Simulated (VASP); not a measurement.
System: FePb, 2 atoms in the cell.

```
CELL_PARAMETERS angstrom
3.20000 0.00000 0.00000
0.00000 3.20000 0.00000
0.00000 0.00000 4.10000
ATOMIC_POSITIONS crystal
Fe 0.00000 0.00000 0.00000
Pb 0.50000 0.50000 0.50000
```

Code and potentials: VASP, Fe_pv/Pb_d, 381 eV. Settings of the plain PBE run: k-mesh 8×8×6 Γ-centred; Fermi–Dirac smearing of 0.1 eV; starting moments Fe1 3 μB; no spin–orbit coupling.

Plain PBE gives:

* Pressure: -2.81 GPa
* Net moment: 2.82 μB

**Question.** What changes under PBE with spin–orbit coupling?

**Answer.** The pressure decreases by 0.10 GPa to -2.91 GPa; the net moment is 2.83 μB.

VASP prints the stress at a fixed plane-wave basis, so it holds the Pulay stress of this cutoff.

The cell is a model and need not be the structure known for this compound. The k-mesh is modest, so these values aren't fully converged in k. One magnetic order was tried; another may lie lower.
